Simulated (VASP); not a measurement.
Calculation: PBE GGA, VASP's PBE PAW potentials (set 64) (plane waves; VASP 6.6.1).

The input files of a VASP run:

### KPOINTS
```
Automatic mesh
0
Gamma
1 1 1
0 0 0
```

### POSCAR
```
Ga31As32Si
1
   11.5222104212    -0.0000000000    -0.0000000000
   -0.0000000000    11.5222104212     0.0000000000
    0.0000000000     0.0000000000    11.5222104212
Ga As Si
31 32 1
Direct
  0.5000000000   0.0000000000   0.0000000000
  0.7500000000   0.2500000000   0.0000000000
  0.7500000000   0.0000000000   0.2500000000
  0.0000000000   0.0000000000   0.0000000000
  0.2500000000   0.2500000000   0.0000000000
  0.5000000000   0.5000000000   0.0000000000
  0.7500000000   0.7500000000   0.0000000000
  0.2500000000   0.0000000000   0.2500000000
  0.5000000000   0.2500000000   0.2500000000
  0.7500000000   0.5000000000   0.2500000000
  0.5000000000   0.0000000000   0.5000000000
  0.7500000000   0.2500000000   0.5000000000
  0.7500000000   0.0000000000   0.7500000000
  0.0000000000   0.5000000000   0.0000000000
  0.2500000000   0.7500000000   0.0000000000
  0.0000000000   0.2500000000   0.2500000000
  0.2500000000   0.5000000000   0.2500000000
  0.5000000000   0.7500000000   0.2500000000
  0.0000000000   0.0000000000   0.5000000000
  0.2500000000   0.2500000000   0.5000000000
  0.7500000000   0.7500000000   0.5000000000
  0.2500000000   0.0000000000   0.7500000000
  0.5000000000   0.2500000000   0.7500000000
  0.7500000000   0.5000000000   0.7500000000
  0.0000000000   0.7500000000   0.2500000000
  0.0000000000   0.5000000000   0.5000000000
  0.2500000000   0.7500000000   0.5000000000
  0.0000000000   0.2500000000   0.7500000000
  0.2500000000   0.5000000000   0.7500000000
  0.5000000000   0.7500000000   0.7500000000
  0.0000000000   0.7500000000   0.7500000000
  0.6250000000   0.1250000000   0.1250000000
  0.8750000000   0.3750000000   0.1250000000
  0.8750000000   0.1250000000   0.3750000000
  0.1250000000   0.1250000000   0.1250000000
  0.3750000000   0.3750000000   0.1250000000
  0.6250000000   0.6250000000   0.1250000000
  0.8750000000   0.8750000000   0.1250000000
  0.3750000000   0.1250000000   0.3750000000
  0.6254130000   0.3791350000   0.3785160000
  0.8750000000   0.6250000000   0.3750000000
  0.6250000000   0.1250000000   0.6250000000
  0.8750000000   0.3750000000   0.6250000000
  0.8750000000   0.1250000000   0.8750000000
  0.1250000000   0.6250000000   0.1250000000
  0.3750000000   0.8750000000   0.1250000000
  0.1250000000   0.3750000000   0.3750000000
  0.3759360000   0.6266890000   0.3753570000
  0.6250000000   0.8750000000   0.3750000000
  0.1250000000   0.1250000000   0.6250000000
  0.3760740000   0.3791450000   0.6264650000
  0.6228940000   0.6213760000   0.6265390000
  0.8750000000   0.8750000000   0.6250000000
  0.3750000000   0.1250000000   0.8750000000
  0.6250000000   0.3750000000   0.8750000000
  0.8750000000   0.6250000000   0.8750000000
  0.1250000000   0.8750000000   0.3750000000
  0.1250000000   0.6250000000   0.6250000000
  0.3750000000   0.8750000000   0.6250000000
  0.1250000000   0.3750000000   0.8750000000
  0.3750000000   0.6250000000   0.8750000000
  0.6250000000   0.8750000000   0.8750000000
  0.1250000000   0.8750000000   0.8750000000
  0.4995300000   0.4975620000   0.5034130000
```

INCAR:
```
SYSTEM = Ga31As32Si
PREC = Normal
ENCUT = 400
EDIFF = 1E-5
NELM = 100
ALGO = Fast
LREAL = Auto
LASPH = .TRUE.
ISMEAR = 0
SIGMA = 0.05
GGA = PE
LMAXMIX = 4
LWAVE = .TRUE.
LCHARG = .FALSE.
NELMIN = 4
ISYM = 0
NELECT = 256.0
IBRION = 2
ISIF = 2
NSW = 60
EDIFFG = -0.03
```

POTCAR, in this order: Ga As Si (PBE.64 set). Program: vasp_gam.

The cell is charged, with a uniform compensating background. The supercell is sampled at Γ alone, which is coarse: total energies, pressure and levels can be off, energies of defects by several tenths of an eV.

Problem. Estimate the energy per atom (σ→0).

Solution. 
The energy per atom (σ→0) comes out as -4.118 eV/atom.

File OSZICAR:
```
...
RMM:   4    -0.263556351157E+03    0.86566E-08   -0.90305E-07   112   0.219E-03
  11 F= -.26355635E+03 E0= -.26354315E+03  d E =-.327358E-02
       N       E                     dE             d eps       ncg     rms          rms(c)
DAV:   1    -0.263556950563E+03   -0.59940E-03   -0.22391E-02   340   0.281E-01    0.573E-02
RMM:   2    -0.263557075366E+03   -0.12480E-03   -0.16806E-03   322   0.744E-02    0.188E-02
RMM:   3    -0.263557095769E+03   -0.20403E-04   -0.26479E-04   336   0.300E-02    0.115E-02
RMM:   4    -0.263557094944E+03    0.82478E-06   -0.39017E-05   235   0.119E-02
  12 F= -.26355709E+03 E0= -.26354370E+03  d E =-.743787E-03
```

The cell is a supercell with a defect, built from GaAs (zinc blende): Si_Ga, charge +1. The run is not spin-polarised, so no state with unpaired spins was tried.
